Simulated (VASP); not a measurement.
Data:

```
WC
1.0
    1.46464    -2.53682     0.00000
    1.46464     2.53682     0.00000
    0.00000     0.00000     2.85331
W C
1 1
Cartesian
  0.00000   0.00000   0.00000
  1.46464   0.84561   1.42666
```

Level of theory: optB88-vdW, VASP's PBE PAW potentials (set 64) (plane waves; VASP). Settings: 520 eV cut-off, 16×16×14 Γ-centred mesh, tetrahedra with Blöchl corrections, potentials W_sv C.

Unless said otherwise, spin-orbit coupling is left out, though it shifts the bands of the heavy elements here.

Problem. Predict the energy per atom (σ→0), band gap (on the k-mesh) with the smallest direct gap where there is one.

Solution. 
```yaml
band gap (on the k-mesh): none (metal, semimetal or under 0.01 eV)
energy per atom (σ→0): -9015 meV/atom
```

The absolute energy has meaning only against runs of the same code, potentials and settings.

The compound is WC in the wc structure. It was relaxed first.
